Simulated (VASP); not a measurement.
# FeCuSO: magnetic orders, part 2 of 4

Wanted: the lowest of several collinear orders of FeCuSO. The start is a cell from a database of measured crystal structures.

VASP 6.6.1, plane waves and PAW; the level of theory is named at each step.

Still holding for the runs below: The magnetic state follows from one typed start and may not be the lowest. The k-mesh is coarse for a metal.

So far, largest spin moment in the PAW sphere (μB): step 2 (magnetic order, start order fm, signs ++++) 3.66.

## Step 3: Magnetic order, start order ferri 1, signs ++--

This step: PBE, spin-polarised, from moments of both signs; plane waves and PAW (Cu, Fe, S, O) (VASP 6.6.1).

Input file INCAR:

```
SYSTEM = FeCuSO
PREC = Normal
ENCUT = 480
EDIFF = 1E-06
NELM = 150
ISMEAR = 0
SIGMA = 0.05
LREAL = .FALSE.
ALGO = Normal
GGA = PE
NBANDS = 43
ISPIN = 2
MAGMOM = 0.6 0.6 -3 -3 0 0 0 0
LMAXMIX = 4
LORBIT = 11
LWAVE = .FALSE.
LCHARG = .TRUE.
KPAR = 2
AMIX = 0.2
BMIX = 1E-04
AMIX_MAG = 0.8
BMIX_MAG = 1E-04
```

Input file POSCAR:

```
FeCuSO
1.0
    3.8219000000      0.0000000000      0.0000000000
    0.0000000000      3.8219000000      0.0000000000
    0.0000000000      0.0000000000      8.6450000000
Cu Fe S O
2 2 2 2
Direct
    0.5000000000      0.5000000000      0.5000000000
    0.0000000000      0.0000000000      0.5000000000
    0.0000000000      0.0000000000      0.0000000000
    0.5000000000      0.5000000000      0.0000000000
    0.0000000000      0.5000000000      0.6558000000
    0.5000000000      0.0000000000      0.3442000000
    0.0000000000      0.5000000000      0.0744000000
    0.5000000000      0.0000000000      0.9256000000
```

Input file KPOINTS:

```
Automatic mesh
0
Gamma
5 5 2
0 0 0
```

Potentials, in the order of the species: Cu, Fe, S and O (PBE family, release 64).

Command:

```sh
> mpirun -np 2 vasp_std
```

Output:

```text
[... set-up lines as in an earlier step ...]
 entering main loop
       N       E                     dE             d eps       ncg     rms          rms(c)
DAV:   1     0.614676968484E+03    0.61468E+03   -0.25579E+04  2080   0.163E+03
DAV:   2     0.551308786099E+02   -0.55955E+03   -0.52631E+03  2088   0.391E+02
DAV:   3    -0.470430626912E+02   -0.10217E+03   -0.94479E+02  2728   0.182E+02
DAV:   4    -0.548587606032E+02   -0.78157E+01   -0.76840E+01  3146   0.546E+01
DAV:   5    -0.550336620939E+02   -0.17490E+00   -0.17450E+00  3136   0.933E+00    0.308E+01
DAV:   6    -0.653891983304E+02   -0.10356E+02   -0.13448E+02  3429   0.841E+01    0.776E+01
DAV:   7    -0.466759119354E+02    0.18713E+02   -0.44228E+01  3371   0.800E+01    0.229E+01
DAV:   8    -0.455795769239E+02    0.10963E+01   -0.68281E+00  3333   0.231E+01    0.195E+01
DAV:   9    -0.454812763601E+02    0.98301E-01   -0.14437E+00  3023   0.224E+01    0.148E+01
DAV:  10    -0.461382286568E+02   -0.65695E+00   -0.69484E+00  3663   0.326E+01    0.228E+01
DAV:  11    -0.458029037848E+02    0.33532E+00   -0.15830E+00  3300   0.146E+01    0.111E+01
DAV:  12    -0.453658788358E+02    0.43702E+00   -0.22416E+00  3354   0.174E+01    0.551E+00
DAV:  13    -0.453794994524E+02   -0.13621E-01   -0.21663E-01  3293   0.457E+00    0.464E+00
DAV:  14    -0.453891468654E+02   -0.96474E-02   -0.83659E-02  3652   0.412E+00    0.223E+00
DAV:  15    -0.453884748112E+02    0.67205E-03   -0.25452E-02  3492   0.166E+00    0.127E+00
DAV:  16    -0.453884359101E+02    0.38901E-04   -0.39333E-03  3194   0.671E-01    0.877E-01
DAV:  17    -0.453864747922E+02    0.19611E-02   -0.30925E-03  3606   0.867E-01    0.360E-01
DAV:  18    -0.453860515193E+02    0.42327E-03   -0.30266E-03  3666   0.546E-01    0.180E-01
DAV:  19    -0.453861665671E+02   -0.11505E-03   -0.52168E-04  3106   0.242E-01    0.154E-01
DAV:  20    -0.453861254094E+02    0.41158E-04   -0.52110E-04  3746   0.235E-01    0.707E-02
DAV:  21    -0.453861328661E+02   -0.74567E-05   -0.58191E-05  3332   0.960E-02    0.537E-02
DAV:  22    -0.453861394580E+02   -0.65919E-05   -0.29221E-05  3476   0.508E-02    0.677E-02
DAV:  23    -0.453861415017E+02   -0.20437E-05   -0.19281E-05  3311   0.765E-02    0.323E-02
DAV:  24    -0.453861423597E+02   -0.85804E-06   -0.16107E-05  3507   0.456E-02    0.668E-03
DAV:  25    -0.453861427491E+02   -0.38933E-06   -0.17640E-06  1474   0.989E-03
   1 F= -.45386143E+02 E0= -.45382372E+02  d E =-.754070E-02  mag=    -8.7615
```

It took 1.7 min on 2 MPI ranks of Intel Xeon Platinum 8259CL at 2.50GHz (Skylake/Cascade Lake), shared host; peak memory 0.43 GiB.

Parts of OUTCAR (step 3):

```text
 Found     12 irreducible k-points:

   NELECT =      62.0000    total number of electrons

 E-fermi :   3.5885

 spin component 1
 k-point     1 :       0.0000    0.0000    0.0000
  band No.  band energies     occupation
    ...
     20       1.7688      1.00000
     21       1.8194      1.00000
     22       2.2387      1.00000
     23       2.3336      1.00000
     24       2.3336      1.00000
     25       3.7493      0.00000
     26       3.9302      0.00000
     27       4.2540      0.00000
     28       4.2540      0.00000
     29       4.2724      0.00000
    ...

 k-point     2 :       0.2000    0.0000    0.0000
  band No.  band energies     occupation
    ...
     22       1.8144      1.00000
     23       2.0961      1.00000
     24       2.8504      1.00000
     25       3.5188      0.97564
     26       3.5714      0.68548
     27       3.7931      0.00000
     28       3.9188      0.00000
     29       4.2011      0.00000
     30       4.2067      0.00000
     31       4.3528      0.00000
    ...

 k-point     3 :       0.4000    0.0000    0.0000
  band No.  band energies     occupation
    ...
     22       1.4767      1.00000
     23       2.8106      1.00000
     24       3.0003      1.00000
     25       3.0999      1.00000
     26       3.3890      1.00000
     27       3.6838      0.00352
     28       3.7560      0.00000
     29       3.9740      0.00000
     30       4.0367      0.00000
     31       4.2415      0.00000
    ...

 k-point     4 :       0.2000    0.2000    0.0000
  band No.  band energies     occupation
    ...
     23       2.4233      1.00000
     24       2.5623      1.00000
     25       3.4090      1.00000
     26       3.4421      0.99998
     27       3.5219      0.97013
     28       3.7937      0.00000
     29       3.8912      0.00000
     30       4.1710      0.00000
     31       4.2157      0.00000
     32       4.2308      0.00000
    ...

  Total       -0.4821048     -0.4821048     -2.3975081      0.0000000     -0.0000000      0.0000000
  in kB       -6.1168585     -6.1168585    -30.4191466      0.0000000     -0.0000000      0.0000000
  external PRESSURE =     -14.2176212 kB  Pullay stress =       0.0000000 kB

 POSITION                                       TOTAL-FORCE (eV/Angst)
 -----------------------------------------------------------------------------------
      1.91095      1.91095      4.32250         0.000000     -0.000000      0.000000
      0.00000      0.00000      4.32250         0.000000      0.000000      0.000000
      0.00000      0.00000      0.00000         0.000000      0.000000      0.000000
      1.91095      1.91095      0.00000        -0.000000      0.000000      0.000000
      0.00000      1.91095      5.66939         0.000000      0.000000      0.049548
      1.91095      0.00000      2.97561         0.000000     -0.000000     -0.049548
      0.00000      1.91095      0.64319         0.000000     -0.000000     -0.227728
      1.91095      0.00000      8.00181         0.000000      0.000000      0.227728
 -----------------------------------------------------------------------------------
    total drift:                               -0.000000      0.000000      0.000000

  FREE ENERGIE OF THE ION-ELECTRON SYSTEM (eV)
  ---------------------------------------------------
  free  energy   TOTEN  =       -45.3861427491 eV

  energy  without entropy=      -45.3786020508  energy(sigma->0) =      -45.38237240

 magnetization (x)
# of ion       s       p       d       tot
------------------------------------------
    1        0.000  -0.008  -0.074  -0.082
    2        0.000  -0.008  -0.074  -0.082
    3       -0.035  -0.029  -3.593  -3.658
    4       -0.035  -0.029  -3.593  -3.658
    5       -0.003  -0.085   0.000  -0.088
    6       -0.003  -0.085   0.000  -0.088
    7       -0.022  -0.341   0.000  -0.363
    8       -0.022  -0.341   0.000  -0.363
--------------------------------------------------
tot         -0.119  -0.928  -7.335  -8.383

[... 10 parts as in an earlier step ...]

[... 9 further parts left out ...]
```

This step gave:

- electronic cycles: 25
- Fermi energy: 3.588 eV
- moment of the cell, from the last line of the log: -8.761 μB

Spin moment in the PAW sphere by atom:

| atom | spin moment in the PAW sphere (μB) |
| --- | --- |
| Cu1 | -0.08 |
| Cu2 | -0.08 |
| Fe3 | -3.66 |
| Fe4 | -3.66 |
| S5 | -0.09 |
| S6 | -0.09 |
| O7 | -0.36 |
| O8 | -0.36 |

Force by atom:

| atom | x (eV/Å) | y (eV/Å) | z (eV/Å) | size |
| --- | --- | --- | --- | --- |
| Cu1 | 0.000 | 0.000 | 0.000 | 0.000 |
| Cu2 | 0.000 | 0.000 | 0.000 | 0.000 |
| Fe3 | 0.000 | 0.000 | 0.000 | 0.000 |
| Fe4 | 0.000 | 0.000 | 0.000 | 0.000 |
| S5 | 0.000 | 0.000 | 0.050 | 0.050 |
| S6 | 0.000 | 0.000 | -0.050 | 0.050 |
| O7 | 0.000 | 0.000 | -0.228 | 0.228 |
| O8 | 0.000 | 0.000 | 0.228 | 0.228 |

Spin density in the ac plane at fractional y = 0.000, with atoms of Cu and Fe and S and O within 0.2 Å of it.

Values in e/Å³, 24 rows by 14 columns, each cell a mean:
```
-3.9 -2.8 -1.0 -0.2  0.0 -0.1 -0.4 -0.5 -0.3 -0.1  0.0 -0.3 -1.5 -3.2
-1.1 -0.8 -0.3 -0.1  0.0 -0.2 -0.5 -0.7 -0.5 -0.1  0.0 -0.1 -0.4 -0.9
-0.1 -0.1 -0.1  0.0  0.0 -0.1 -0.3 -0.4 -0.3 -0.1  0.0  0.0 -0.1 -0.1
 0.0  0.0  0.0  0.0  0.0  0.0 -0.1 -0.1 -0.1  0.0  0.0  0.0  0.0  0.0
 0.0  0.0  0.0  0.0  0.0  0.0  0.0  0.0  0.0  0.0  0.0  0.0  0.0  0.0
 0.0  0.0  0.0  0.0  0.0  0.0  0.0  0.0  0.0  0.0  0.0  0.0  0.0  0.0
 0.0  0.0  0.0  0.0  0.0  0.0  0.0  0.0  0.0  0.0  0.0  0.0  0.0  0.0
 0.0  0.0  0.0  0.0  0.0  0.0  0.0  0.0  0.0  0.0  0.0  0.0  0.0  0.0
 0.0  0.0  0.0  0.0  0.0  0.0  0.0  0.0  0.0  0.0  0.0  0.0  0.0  0.0
 0.0  0.0  0.0  0.0  0.0  0.0  0.0  0.0  0.0  0.0  0.0  0.0  0.0  0.0
-0.1  0.0  0.0  0.0  0.0  0.0  0.0  0.0  0.0  0.0  0.0  0.0  0.0  0.0
-0.1 -0.1  0.0  0.0  0.0  0.0  0.0  0.0  0.0  0.0  0.0  0.0 -0.1 -0.1
-0.1 -0.1  0.0  0.0  0.0  0.0  0.0  0.0  0.0  0.0  0.0  0.0  0.0 -0.1
 0.0  0.0  0.0  0.0  0.0  0.0  0.0  0.0  0.0  0.0  0.0  0.0  0.0  0.0
 0.0  0.0  0.0  0.0  0.0  0.0  0.0  0.0  0.0  0.0  0.0  0.0  0.0  0.0
 0.0  0.0  0.0  0.0  0.0  0.0  0.0  0.0  0.0  0.0  0.0  0.0  0.0  0.0
 0.0  0.0  0.0  0.0  0.0  0.0  0.0  0.0  0.0  0.0  0.0  0.0  0.0  0.0
 0.0  0.0  0.0  0.0  0.0  0.0  0.0 -0.1  0.0  0.0  0.0  0.0  0.0  0.0
 0.0  0.0  0.0  0.0  0.0  0.0  0.0  0.0  0.0  0.0  0.0  0.0  0.0  0.0
 0.0  0.0  0.0  0.0  0.0  0.0  0.0  0.0  0.0  0.0  0.0  0.0  0.0  0.0
-0.1 -0.1  0.0  0.0  0.0  0.0  0.0  0.0  0.0  0.0  0.0  0.0  0.0 -0.1
-0.5 -0.3 -0.2 -0.1  0.0  0.0  0.0  0.0  0.0  0.0  0.0 -0.1 -0.2 -0.4
-2.5 -1.8 -0.7 -0.2  0.0  0.0  0.0  0.0  0.0  0.0 -0.1 -0.2 -1.0 -2.0
-5.2 -3.7 -1.4 -0.3  0.0  0.0 -0.1 -0.1  0.0  0.0 -0.1 -0.5 -2.0 -4.2
```
Columns run along a (3.8 Å), rows up along c (8.6 Å). Atoms in or near the plane, at fractional coordinates: Cu at (0.00, 0.50), Fe at (0.00, 0.00), S at (0.50, 0.34), O at (0.50, 0.93).

Valence density in the ac plane at fractional y = 0.000, with atoms of Cu and Fe and S and O within 0.2 Å of it. It is the smooth field of the valence electrons, not physical close to the nuclei.

Ten steps, logarithmic in the rise over the least value, from '_' (0 e/Å³) to '@' (16 e/Å³), each cell a mean:
```
####++----++**##**==----++##
++==--::==**##%%##++--::--==
::....::--++####**==::......
______....--======::..______
__________..........________
____________________________
____________________________
____________________________
......__________________....
==--::..____________....::--
%%##==::..________....--++##
@@@@**--::..........::==##@@
@@%%++--::::::::::::::--**%%
**++--::----======------==++
::::::----====--====--::::::
......::====::__--==--::....
____..::--====--====--::..__
______..::--======--::..____
________..::::::::....______
____________......__________
....______________________..
----::..______________..::--
****==::......::......::++**
%%##++--::--====----::--**%%
```
Columns run along a (3.8 Å), rows up along c (8.6 Å). Atoms in or near the plane, at fractional coordinates: Cu at (0.00, 0.50), Fe at (0.00, 0.00), S at (0.50, 0.34), O at (0.50, 0.93).

The largest moment at the end is 3.66 μB, and the moments of the cell sum to -8.76 μB.

## Step 4: Magnetic order, start order AFM 2, signs +-+-

INCAR: that of step 3 with these lines changed.

```diff
@@ -12,3 +12,3 @@
 ISPIN = 2
-MAGMOM = 0.6 0.6 -3 -3 0 0 0 0
+MAGMOM = 0.6 -0.6 3 -3 0 0 0 0
 LMAXMIX = 4
@@ -16,3 +16,3 @@
 LWAVE = .FALSE.
-LCHARG = .TRUE.
+LCHARG = .FALSE.
 KPAR = 2
```

POSCAR is that of step 3.

KPOINTS is that of step 3.

Command:

```sh
> mpirun -np 2 vasp_std
```

Output:

```text
[... set-up lines as in an earlier step ...]
 entering main loop
       N       E                     dE             d eps       ncg     rms          rms(c)
DAV:   1     0.614509491041E+03    0.61451E+03   -0.25740E+04  2080   0.164E+03
DAV:   2     0.553005650845E+02   -0.55921E+03   -0.52628E+03  2088   0.390E+02
DAV:   3    -0.478060445598E+02   -0.10311E+03   -0.94440E+02  2755   0.181E+02
DAV:   4    -0.556560951512E+02   -0.78501E+01   -0.76933E+01  3144   0.555E+01
[...]
DAV:  23    -0.451631832612E+02    0.18737E-04   -0.29247E-05  3334   0.512E-02    0.308E-02
DAV:  24    -0.451631792843E+02    0.39769E-05   -0.91877E-06  1805   0.361E-02    0.101E-02
DAV:  25    -0.451631796609E+02   -0.37662E-06   -0.24975E-06  1810   0.256E-02
   1 F= -.45163180E+02 E0= -.45156494E+02  d E =-.133718E-01  mag=    -0.0000
```

It took 93 s on 2 MPI ranks; peak memory 0.44 GiB.

OUTCAR, selected parts (step 4):

```text
  Total       -1.5860623     -1.5860623     -2.3952246      0.0000000      0.0000000      0.0000000
  in kB      -20.1236694    -20.1236694    -30.3901747      0.0000000      0.0000000      0.0000000
  external PRESSURE =     -23.5458378 kB  Pullay stress =       0.0000000 kB

 POSITION                                       TOTAL-FORCE (eV/Angst)
 -----------------------------------------------------------------------------------
      1.91095      1.91095      4.32250        -0.000000      0.000000      0.000000
      0.00000      0.00000      4.32250        -0.000000     -0.000000      0.000000
      0.00000      0.00000      0.00000         0.000000     -0.000000      0.000000
      1.91095      1.91095      0.00000        -0.000000     -0.000000      0.000000
      0.00000      1.91095      5.66939         0.000000     -0.000000     -0.069433
      1.91095      0.00000      2.97561        -0.000000     -0.000000      0.069433
      0.00000      1.91095      0.64319         0.000000     -0.000000     -0.321729
      1.91095      0.00000      8.00181        -0.000000     -0.000000      0.321729
 -----------------------------------------------------------------------------------
    total drift:                               -0.000000      0.000000      0.000000

  FREE ENERGIE OF THE ION-ELECTRON SYSTEM (eV)
  ---------------------------------------------------
  free  energy   TOTEN  =       -45.1631796609 eV

  energy  without entropy=      -45.1498078542  energy(sigma->0) =      -45.15649376

 magnetization (x)
# of ion       s       p       d       tot
------------------------------------------
    1       -0.001  -0.002  -0.003  -0.007
    2        0.001   0.002   0.003   0.007
    3        0.028   0.046   3.371   3.445
    4       -0.028  -0.046  -3.371  -3.445
    5        0.000   0.000   0.000   0.000
    6        0.000   0.000   0.000   0.000
    7        0.000   0.000   0.000   0.000
    8        0.000   0.000   0.000   0.000
--------------------------------------------------
tot          0.000  -0.000  -0.000  -0.000

[... 2 parts as in an earlier step ...]

[... 1 further part left out ...]
[key lines of the parts left out:]
E-fermi :   3.7108
```

Spin moment in the PAW sphere by atom:

| atom | spin moment in the PAW sphere (μB) |
| --- | --- |
| Cu1 | -0.01 |
| Cu2 | 0.01 |
| Fe3 | 3.44 |
| Fe4 | -3.44 |
| S5 | 0.00 |
| S6 | 0.00 |
| O7 | 0.00 |
| O8 | 0.00 |

The largest moment at the end is 3.44 μB, and the moments of the cell sum to 0.00 μB.

## Step 5: Magnetic order, start order AFM 3, signs +--+

INCAR: that of step 4 with these lines changed.

```diff
@@ -12,3 +12,3 @@
 ISPIN = 2
-MAGMOM = 0.6 -0.6 3 -3 0 0 0 0
+MAGMOM = 0.6 -0.6 -3 3 0 0 0 0
 LMAXMIX = 4
```

POSCAR is that of step 4.

KPOINTS is that of step 4.

Command:

```sh
> mpirun -np 2 vasp_std
```

Output:

```text
[... set-up lines as in an earlier step ...]
 entering main loop
       N       E                     dE             d eps       ncg     rms          rms(c)
DAV:   1     0.615206779843E+03    0.61521E+03   -0.25728E+04  2072   0.164E+03
DAV:   2     0.552406438673E+02   -0.55997E+03   -0.52637E+03  2097   0.391E+02
DAV:   3    -0.476461187904E+02   -0.10289E+03   -0.94241E+02  2713   0.182E+02
DAV:   4    -0.556202024300E+02   -0.79741E+01   -0.78095E+01  3125   0.557E+01
[...]
DAV:  22    -0.451631791569E+02    0.90553E-06   -0.68696E-05  3332   0.130E-01    0.213E-02
DAV:  23    -0.451631798261E+02   -0.66928E-06   -0.20900E-05  3078   0.558E-02    0.149E-02
DAV:  24    -0.451631799270E+02   -0.10082E-06   -0.51657E-06  2040   0.277E-02
   1 F= -.45163180E+02 E0= -.45156495E+02  d E =-.133708E-01  mag=     0.0000
```

It took 86 s on 2 MPI ranks; peak memory 0.44 GiB.

OUTCAR, selected parts (step 5):

```text
  Total       -1.5921239     -1.5921239     -2.3913602      0.0000000      0.0000000      0.0000000
  in kB      -20.2005781    -20.2005781    -30.3411437      0.0000000      0.0000000      0.0000000
  external PRESSURE =     -23.5807667 kB  Pullay stress =       0.0000000 kB

 POSITION                                       TOTAL-FORCE (eV/Angst)
 -----------------------------------------------------------------------------------
      1.91095      1.91095      4.32250        -0.000000     -0.000000      0.000000
      0.00000      0.00000      4.32250         0.000000      0.000000      0.000000
      0.00000      0.00000      0.00000         0.000000      0.000000      0.000000
      1.91095      1.91095      0.00000         0.000000     -0.000000      0.000000
      0.00000      1.91095      5.66939         0.000000     -0.000000     -0.071010
      1.91095      0.00000      2.97561        -0.000000      0.000000      0.071010
      0.00000      1.91095      0.64319         0.000000     -0.000000     -0.321138
      1.91095      0.00000      8.00181         0.000000      0.000000      0.321138
 -----------------------------------------------------------------------------------
    total drift:                               -0.000000      0.000000      0.000000

  FREE ENERGIE OF THE ION-ELECTRON SYSTEM (eV)
  ---------------------------------------------------
  free  energy   TOTEN  =       -45.1631799270 eV

  energy  without entropy=      -45.1498091605  energy(sigma->0) =      -45.15649454

 magnetization (x)
# of ion       s       p       d       tot
------------------------------------------
    1        0.001   0.002   0.003   0.007
    2       -0.001  -0.002  -0.003  -0.007
    3       -0.028  -0.046  -3.371  -3.444
    4        0.028   0.046   3.371   3.444
    5        0.000   0.000   0.000   0.000
    6        0.000   0.000   0.000   0.000
    7        0.000   0.000   0.000   0.000
    8        0.000   0.000   0.000   0.000
--------------------------------------------------
tot          0.000   0.000   0.000   0.000

[... 2 parts as in an earlier step ...]

[... 1 further part left out ...]
[key lines of the parts left out:]
E-fermi :   3.7107
```

The largest moment at the end is 3.44 μB, and the moments of the cell sum to 0.00 μB.

[end of part 2 of 4]

[Lines on the potential files, build, host, timing and source positions are cut from VASP's logs without a mark.]

[Logs are printed without paths, hosts, clocks, repeated set-up lines and the standing remarks that a program may print on its own settings, such as how far it seeks lower states.]

[Hosts, paths, dates, database ids (printed as entryN), source tags and the programs' standing remarks are cut or masked in the printed files.]

[In band tables of VASP the shares of atoms and orbitals are scaled to a sum of 1 inside the atoms' spheres.]

[Runs that stopped without an error message from VASP are left out.]
